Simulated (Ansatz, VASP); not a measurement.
# Al4P20SO55 (glassy 83P2O5-17Al2O3 (mol %)) in two plane-wave programs

Wanted: the spread between two codes on one cell, functional and k mesh. Of the first pair: The structure shown is the start of the Ansatz relaxation below; VASP solves that cell, so the two are compared at the walk's first step.

Method: plane waves, with VASP 6.6.1 beside it; single point at PBE, in Ansatz 0.2.0.

**1. Starting point**

The cell holds 80 atoms: 20 P, 4 Al, 55 O and 1 S. Its edges and angles: a = 10.138 Å, b = 10.138 Å, c = 10.138 Å, α = 90.0°, β = 90.0°, γ = 90.0°. It derives from AlP5O14 (glassy 83P2O5-17Al2O3 (mol %)). As first built, before any earlier steps moved the atoms (in the runner's words): 80 atoms (20 P, 4 Al, 56 O) placed at random at 2.43 g/cm^3, melted at 4000 K for 10 ps at fixed volume with the Morse and Coulomb pair potential with partial charges (Pedone, Malavasi, Menziani, Cormack and Segre, J. Phys. Chem. B 110, 11780 (2006)). Quenched from 4000 K to 300 K at 6 K/ps and fixed volume, held 10 ps at zero pressure. Nearest the centre at fractional (0.113, 0.576, 0.104): S80 at 0.00 Å, P5 at 1.59 Å, P4 at 1.60 Å, O54 at 2.34 Å, O76 at 2.38 Å, O57 at 2.46 Å, O50 at 2.48 Å, O66 at 2.63 Å.

**2. Ansatz: relaxation, PBE**

Ansatz runs on its default PAW (the set named soft_2) files.

The two programs are compared at the cell with which this relaxation starts, whose forces are those of its first step.

input.yaml reads:

```yaml
crystal:
  lattice:
    - [10.13788, 0.0, 0.0]
    - [0.0, 10.13788, 0.0]
    - [0.0, 0.0, 10.13788]
  atoms:
    - { symbol: P, position: [0.89424, 0.79273, 0.9362] }
    - { symbol: P, position: [0.94552, 0.39546, 0.40489] }
    - { symbol: P, position: [0.82375, 0.61558, 0.71145] }
    - { symbol: P, position: [0.2031, 0.44841, 0.08136], spin: 0.6 }
    - { symbol: P, position: [0.03941, 0.69693, 0.17355], spin: 0.6 }
    - { symbol: P, position: [0.5399, 0.24559, 0.00855] }
    - { symbol: P, position: [0.87704, 0.98722, 0.37014] }
    - { symbol: P, position: [0.32878, 0.66171, 0.62268] }
    - { symbol: P, position: [0.38507, 0.8981, 0.80495] }
    - { symbol: P, position: [0.54171, 0.29194, 0.416] }
    - { symbol: P, position: [0.25883, 0.39527, 0.77233] }
    - { symbol: P, position: [0.77732, 0.21258, 0.21979] }
    - { symbol: P, position: [0.8168, 0.06216, 0.65089] }
    - { symbol: P, position: [0.96141, 0.3327, 0.70704] }
    - { symbol: P, position: [0.93665, 0.34166, 0.02041] }
    - { symbol: P, position: [0.46419, 0.86775, 0.30271] }
    - { symbol: P, position: [0.13176, 0.99656, 0.91193] }
    - { symbol: P, position: [0.28063, 0.27602, 0.32568] }
    - { symbol: P, position: [0.52031, 0.59762, 0.38489] }
    - { symbol: P, position: [0.4903, 0.53338, 0.08394] }
    - { symbol: Al, position: [0.5951, 0.8155, 0.02348] }
    - { symbol: Al, position: [0.17316, 0.9872, 0.22426] }
    - { symbol: Al, position: [0.51644, 0.16346, 0.71377] }
    - { symbol: Al, position: [0.83035, 0.67091, 0.41691] }
    - { symbol: O, position: [0.11819, 0.09507, 0.80801] }
    - { symbol: O, position: [0.20489, 0.7064, 0.56459] }
    - { symbol: O, position: [0.27134, 0.33657, 0.45689] }
    - { symbol: O, position: [0.12239, 0.36965, 0.70014] }
    - { symbol: O, position: [0.56347, 0.64562, 0.01855] }
    - { symbol: O, position: [0.87948, 0.67709, 0.58719] }
    - { symbol: O, position: [0.59523, 0.21443, 0.87102] }
    - { symbol: O, position: [0.75556, 0.84594, 0.95229] }
    - { symbol: O, position: [0.24222, 0.88509, 0.86903] }
    - { symbol: O, position: [0.20601, 0.15596, 0.2833] }
    - { symbol: O, position: [0.22367, 0.41503, 0.92365] }
    - { symbol: O, position: [0.44043, 0.24225, 0.30938] }
    - { symbol: O, position: [0.8516, 0.08049, 0.49299] }
    - { symbol: O, position: [0.51859, 0.91748, 0.42782] }
    - { symbol: O, position: [0.67732, 0.25612, 0.35546] }
    - { symbol: O, position: [0.81879, 0.85328, 0.39043] }
    - { symbol: O, position: [0.4865, 0.89149, 0.91423] }
    - { symbol: S, position: [0.11256, 0.576, 0.10447], spin: 0.6 }
    - { symbol: O, position: [0.66966, 0.07475, 0.67106] }
    - { symbol: O, position: [0.87515, 0.19989, 0.71347] }
    - { symbol: O, position: [0.52193, 0.23225, 0.54983] }
    - { symbol: O, position: [0.654, 0.661, 0.39496] }
    - { symbol: O, position: [0.30717, 0.53683, 0.7263] }
    - { symbol: O, position: [0.45093, 0.62637, 0.53835] }
    - { symbol: O, position: [0.41516, 0.1817, 0.04481] }
    - { symbol: O, position: [0.96238, 0.32037, 0.543] }
    - { symbol: O, position: [0.13222, 0.81076, 0.17187] }
    - { symbol: O, position: [0.53184, 0.5112, 0.22876] }
    - { symbol: O, position: [0.33388, 0.92679, 0.25603] }
    - { symbol: O, position: [0.15561, 0.03714, 0.05331] }
    - { symbol: O, position: [0.33936, 0.55708, 0.0635] }
    - { symbol: O, position: [0.78818, 0.05874, 0.25501] }
    - { symbol: O, position: [0.68366, 0.62023, 0.74614] }
    - { symbol: O, position: [0.92044, 0.71978, 0.07083] }
    - { symbol: O, position: [0.56331, 0.86808, 0.18291] }
    - { symbol: O, position: [0.64925, 0.22392, 0.1249] }
    - { symbol: O, position: [0.82878, 0.48847, 0.41856] }
    - { symbol: O, position: [0.53327, 0.44468, 0.4435] }
    - { symbol: O, position: [0.91706, 0.68545, 0.82848] }
    - { symbol: O, position: [0.4037, 0.02193, 0.72385] }
    - { symbol: O, position: [0.3617, 0.29269, 0.75268] }
    - { symbol: O, position: [0.85027, 0.45562, 0.04712] }
    - { symbol: O, position: [0.9684, 0.6687, 0.2989] }
    - { symbol: O, position: [0.42354, 0.70313, 0.31442] }
    - { symbol: O, position: [0.87693, 0.20774, 0.08082] }
    - { symbol: O, position: [0.01898, 0.99234, 0.32534] }
    - { symbol: O, position: [0.97763, 0.31656, 0.87415] }
    - { symbol: O, position: [0.8779, 0.4646, 0.72039] }
    - { symbol: O, position: [0.8965, 0.28032, 0.29951] }
    - { symbol: O, position: [0.53336, 0.40674, 0.0053] }
    - { symbol: O, position: [0.0025, 0.89781, 0.92471] }
    - { symbol: O, position: [0.39824, 0.76489, 0.72495] }
    - { symbol: O, position: [0.07992, 0.34353, 0.0897] }
    - { symbol: O, position: [0.07075, 0.44217, 0.35024] }
    - { symbol: O, position: [0.88359, 0.9441, 0.70111] }
    - { symbol: O, position: [0.28055, 0.38318, 0.1996] }
magnetization:
  spin_polarized: true
kpoints:
  mp_grid: { grid: [1, 1, 1] }
hamiltonian:
  xc: pbe
scf:
  occupations: { method: fermi_dirac, width: 0.025 }
  lower_state_search: "off"
output:
  forces: true
  eigenvalues: true
relax:
  f_tol: 0.05
  max_steps: 90
```

Started as:

```console
$ ansatz run input.yaml --threads 4 --pin off --max-ram 8192MiB --backend cpu --events-out ev --progress --plain --runs-dir out
```

Numbers of over 12 decimals in the logs are rounded to 6 here.

Log:

```text
Engine: ansatz 0.2.0, aarch64-unknown-linux-gnu
Pseudopotentials: kind: paw
Pseudopotential: P, paw, valence charge 5, recommended cutoff 420 eV (normal), P.paw.azcp
Pseudopotential: Al, paw, valence charge 3, recommended cutoff 420 eV (normal), Al.paw.azcp
Pseudopotential: O, paw, valence charge 6, recommended cutoff 420 eV (normal), O.paw.azcp
Pseudopotential: S, paw, valence charge 6, recommended cutoff 420 eV (normal), S.paw.azcp
Functional definition: PBE
  parameter kappa = 0.804
  parameter beta = 0.066725
  exchange = pbe_x(kappa = kappa, mu = beta*pi^2/3)
  correlation = pbe_c(beta = beta)
Crystal: 80 atoms, lattice volume = 1041.937 Å³
Basis set: ecut = 420 eV, 20341 PW (Γ), exchange–correlation on 144×144×144 points (8 copies of the dense FFT grid, shifted against one another)
Bands: 305, of which v1, the nominal top of the filled ones, is band 224 counted from 1 (223 counted from 0)
Symmetry: 1 space group operations
Space group: P1 (ITA 1), of the structure as read, at distance tolerance 1.0e-4 Å
Magnetic group: BNS 1.1 (UNI 1), of the structure as read, at distance tolerance 1.0e-4 Å
k-points: 1
Non-local potential: P, projectors of the file, l = 0: 2, l = 1: 2, l = 2: 2
Non-local potential: Al, projectors of the file, l = 0: 2, l = 1: 2, l = 2: 1
Non-local potential: O, projectors of the file, l = 0: 2, l = 1: 2, l = 2: 1
Non-local potential: S, projectors of the file, l = 0: 2, l = 1: 2, l = 2: 2
PAW form: soft (Blöchl's): semilocal exchange-correlation on the pseudo side does not see the compensation charge
PAW one-centre angular grid: P, 110 points (default); XC on 64 Gauss nodes
PAW one-centre angular grid: Al, 110 points (default); XC on 64 Gauss nodes
PAW one-centre angular grid: O, 110 points (default); XC on 64 Gauss nodes
PAW one-centre angular grid: S, 110 points (default); XC on 64 Gauss nodes
Initial density: superposition of atomic densities (chi_scale 0.1, normalization cell, long waves kept (reshape's long-wave potential 0.37 eV rms))
Starting moments: Σ|m| = 1.8 μB on 3 of 80 sites
Initial wavefunctions: pseudopotential atomic-orbital guess
Functional: x = pbe(κ = 0.804, μ = 0.219515), c = pbe(β = 0.066725)
SCF iter   1: F=—  HF=-49433.375897 eV  |F-HF|=—  |Δ(HF+E_count)|=         —  Δρ=6.32e-2 (↑6.24e-2 ↓6.32e-2)  dr2=1.49e2  dr2_m=2.13e-1  M=0.000 μB ∫|m|=0.275 μB  β_m=0.30  ethr=3.10e-3  ⟨swp⟩=10.0  Hψ=3314  notcnv=0  defer=70
preconditioner: auto → Resta (q_TF=auto, 2.370 Å⁻¹)  ε∞=3.0  [insulator: Δε(μ)=3.753 eV  Ē_g=17.418 eV  σ=0.025 eV  W_gap=1.00  n_scr=250 (ndim 8)  ℏωp=24.3 eV  f_vac=0.117  D(μ)=0.00/eV (n_scr^D=0)  ε∞_Penn≈3.0]
spin=Collinear: Resta preconditioning applied to the charge; magnetization (m = ρ↑ − ρ↓) channel mixes plain (no charge-response kernel on spin).
SCF iter   2: F=—  HF=-49398.126941 eV  |F-HF|=—  |Δ(HF+E_count)|=    3.52e1  Δρ=3.03e-2 (↑2.95e-2 ↓3.03e-2)  dr2=3.28e1  dr2_m=1.06e-1  M=0.000 μB ∫|m|=0.241 μB  β_m=0.30  ethr=3.10e-3  ⟨swp⟩=3.0  Hψ=1144  notcnv=0  defer=152
SCF iter   3: F=—  HF=-49390.492500 eV  |F-HF|=—  |Δ(HF+E_count)|=    7.63e0  Δρ=1.58e-2 (↑1.53e-2 ↓1.58e-2)  dr2=4.80e0  dr2_m=5.37e-2  M=0.000 μB ∫|m|=0.191 μB  β_m=0.30  ethr=3.10e-3  ⟨swp⟩=4.5  Hψ=1642  notcnv=0  defer=149
SCF iter   4: F=—  HF=-49389.812633 eV  |F-HF|=—  |Δ(HF+E_count)|=   6.80e-1  Δρ=3.76e-3 (↑3.76e-3 ↓3.50e-3)  dr2=3.07e-1  dr2_m=2.76e-2  M=0.000 μB ∫|m|=0.145 μB  β_m=0.30  ethr=1.07e-3  ⟨swp⟩=5.0  Hψ=850  notcnv=0  defer=149
SCF iter   5: F=—  HF=-49389.855336 eV  |F-HF|=—  |Δ(HF+E_count)|=   4.27e-2  Δρ=2.19e-3 (↑2.19e-3 ↓1.73e-3)  dr2=1.00e-1  dr2_m=1.46e-2  M=0.000 μB ∫|m|=0.118 μB  β_m=0.30  ethr=6.85e-5  ⟨swp⟩=3.0  Hψ=1222  notcnv=0  defer=152
SCF iter   6: F=—  HF=-49389.877488 eV  |F-HF|=—  |Δ(HF+E_count)|=   2.22e-2  Δρ=1.20e-3 (↑1.20e-3 ↓1.11e-3)  dr2=2.14e-2  dr2_m=7.62e-3  M=0.000 μB ∫|m|=0.083 μB  β_m=0.30  ethr=2.24e-5  ⟨swp⟩=3.5  Hψ=821  notcnv=0  defer=152
SCF iter   7: F=—  HF=-49389.892975 eV  |F-HF|=—  |Δ(HF+E_count)|=   1.55e-2  Δρ=7.72e-4 (↑7.72e-4 ↓7.70e-4)  dr2=4.62e-3  dr2_m=4.09e-3  M=0.000 μB ∫|m|=0.064 μB  β_m=0.30  ethr=4.78e-6  ⟨swp⟩=2.5  Hψ=1062  notcnv=0  defer=152
Mixer restart at iter 7: flushing history
spin-set hold released at iteration 7 (site moments contracting): the magnetisation degrees of freedom join the quasi-Newton model from the next iteration; the mixer history was flushed
SCF iter   8: F=—  HF=-49389.896400 eV  |F-HF|=—  |Δ(HF+E_count)|=   3.43e-3  Δρ=5.60e-4 (↑5.60e-4 ↓5.60e-4)  dr2=2.58e-3  dr2_m=2.20e-3  M=0.000 μB ∫|m|=0.051 μB  β_m=0.65  ethr=1.03e-6  ⟨swp⟩=2.5  Hψ=722  notcnv=0  defer=152
SCF iter   9: F=—  HF=-49389.901410 eV  |F-HF|=—  |Δ(HF+E_count)|=   5.01e-3  Δρ=1.73e-4 (↑1.73e-4 ↓1.73e-4)  dr2=9.14e-4  dr2_m=5.76e-5  M=0.000 μB ∫|m|=0.011 μB  β_m=0.57  ethr=5.77e-7  ⟨swp⟩=2.0  Hψ=906  notcnv=0  defer=152
[...]
--- Relaxed structure (22 steps of the walk, 20 accepted, 0 SCFs on fresh bases) ---
  F+E_penalty+E_count = -49399.44972787 eV   max|allowed force component| = 3.181e-2 eV/Å
  atoms:
    - { symbol: P, position: [0.872761, 0.807807, 0.927268] }
    - { symbol: P, position: [0.947675, 0.400931, 0.414781] }
    - { symbol: P, position: [0.822471, 0.610937, 0.711324] }
    - { symbol: P, position: [0.224171, 0.440472, 0.073225] }
    - { symbol: P, position: [-0.00312073, 0.713508, 0.168770] }
    - { symbol: P, position: [0.556329, 0.247198, 0.00941428] }
    - { symbol: P, position: [0.885901, 0.996321, 0.383468] }
    - { symbol: P, position: [0.326268, 0.650754, 0.624655] }
    - { symbol: P, position: [0.372183, 0.890908, 0.803753] }
    - { symbol: P, position: [0.547907, 0.289301, 0.414984] }
    - { symbol: P, position: [0.268045, 0.380124, 0.768777] }
    - { symbol: P, position: [0.786947, 0.215631, 0.222090] }
    - { symbol: P, position: [0.815159, 0.066999, 0.658065] }
    - { symbol: P, position: [0.968181, 0.332250, 0.708568] }
    - { symbol: P, position: [0.945929, 0.353420, 0.021256] }
    - { symbol: P, position: [0.441463, 0.855672, 0.298171] }
    - { symbol: P, position: [0.122936, 0.996572, 0.908569] }
    - { symbol: P, position: [0.288460, 0.271002, 0.320222] }
    - { symbol: P, position: [0.518761, 0.593475, 0.385115] }
    - { symbol: P, position: [0.524227, 0.525245, 0.078434] }
    - { symbol: Al, position: [0.585386, 0.819716, 0.023075] }
    - { symbol: Al, position: [0.159800, 0.991039, 0.226779] }
    - { symbol: Al, position: [0.516610, 0.156824, 0.714962] }
    - { symbol: Al, position: [0.822071, 0.671303, 0.421958] }
    - { symbol: O, position: [0.109588, 0.099948, 0.809385] }
    - { symbol: O, position: [0.197954, 0.687457, 0.570881] }
    - { symbol: O, position: [0.269034, 0.320566, 0.454532] }
    - { symbol: O, position: [0.132103, 0.353322, 0.698871] }
    - { symbol: O, position: [0.587475, 0.646954, 0.019331] }
    - { symbol: O, position: [0.865112, 0.688309, 0.590705] }
    - { symbol: O, position: [0.600274, 0.201419, 0.872667] }
    - { symbol: O, position: [0.734770, 0.867018, 0.934112] }
    - { symbol: O, position: [0.223012, 0.881647, 0.851340] }
    - { symbol: O, position: [0.218973, 0.154584, 0.262659] }
    - { symbol: O, position: [0.235027, 0.386176, 0.920775] }
    - { symbol: O, position: [0.447898, 0.236115, 0.309831] }
    - { symbol: O, position: [0.836210, 0.088124, 0.499881] }
    - { symbol: O, position: [0.485377, 0.910875, 0.425030] }
    - { symbol: O, position: [0.683950, 0.265212, 0.350166] }
    - { symbol: O, position: [0.833927, 0.858539, 0.394612] }
    - { symbol: O, position: [0.458294, 0.880557, 0.925437] }
    - { symbol: S, position: [0.169994, 0.641658, 0.084684] }
    - { symbol: O, position: [0.668026, 0.063959, 0.680984] }
    - { symbol: O, position: [0.864973, 0.209572, 0.720073] }
    - { symbol: O, position: [0.536815, 0.227343, 0.548379] }
    - { symbol: O, position: [0.648267, 0.664731, 0.398722] }
    - { symbol: O, position: [0.315960, 0.522956, 0.727579] }
    - { symbol: O, position: [0.448884, 0.626202, 0.537685] }
    - { symbol: O, position: [0.420215, 0.213854, 0.046452] }
[...]
- { symbol: O, position: [0.903882, 0.290279, 0.301148] }
    - { symbol: O, position: [0.590499, 0.404816, 0.00553936] }
    - { symbol: O, position: [-0.010628, 0.904882, 0.931107] }
    - { symbol: O, position: [0.391234, 0.756698, 0.726821] }
    - { symbol: O, position: [0.086805, 0.358646, 0.094784] }
    - { symbol: O, position: [0.071221, 0.458108, 0.366454] }
    - { symbol: O, position: [0.892397, 0.952962, 0.703080] }
    - { symbol: O, position: [0.288864, 0.387499, 0.205420] }
```

Reading the cycles: dr2 is the Hartree energy of the density residual (eV), the measure of convergence; HF is the Harris–Foulkes estimate of the energy, which meets the free energy F at convergence.

(Part 1 of 3 ends here.)

[Lines on the potential files, build, host, timing and source positions are cut from VASP's logs without a mark.]

[Logs are printed without paths, hosts, clocks, repeated set-up lines and the standing remarks that a program may print on its own settings, such as how far it seeks lower states.]

[Hosts, paths, dates, database ids (printed as entryN), source tags and the programs' standing remarks are cut or masked in the printed files.]
